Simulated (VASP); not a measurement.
Given:

```
CELL_PARAMETERS angstrom
      0.00000     2.47500     2.47500
      2.47500     0.00000     2.47500
      2.47500     2.47500     0.00000
ATOMIC_POSITIONS crystal
  Pb 0.00000 0.00000 0.00000
```

Level of theory: PBEsol GGA, VASP's PBE PAW potentials (set 64) (plane waves; VASP). Run with 400 eV cut-off, 11×11×11 Γ-centred mesh, first-order Methfessel-Paxton smearing of 0.10 eV, potentials Pb_d.

The ions, cell shape and volume are relaxed. Give the cell that the relaxation ends in.

```
CELL_PARAMETERS angstrom
      0.00000     2.46425     2.46425
      2.46425     0.00000     2.46425
      2.46425     2.46425     0.00000
ATOMIC_POSITIONS crystal
  Pb 0.00000 0.00000 0.00000
```
Space group Fm-3m (225), at a tolerance of 0.03 Å.

How do energy and volume change from the first to the last step?

The energy (σ→0) changes by -0.8 meV/atom and the volume by -1.3 %, in 3 ionic steps.

```tsv
step	E(σ→0) (eV)	max force (eV/Å)	pressure (GPa)	volume (Å³)
1	-4.0027	0.000	-0.67	30.32
2	-4.0034	0.000	0.27	29.77
3	-4.0035	0.000	0.00	29.93
```

The compound is Pb in the fcc structure. This run relaxes it. Symmetry was kept, so distortions that lower it aren't found.
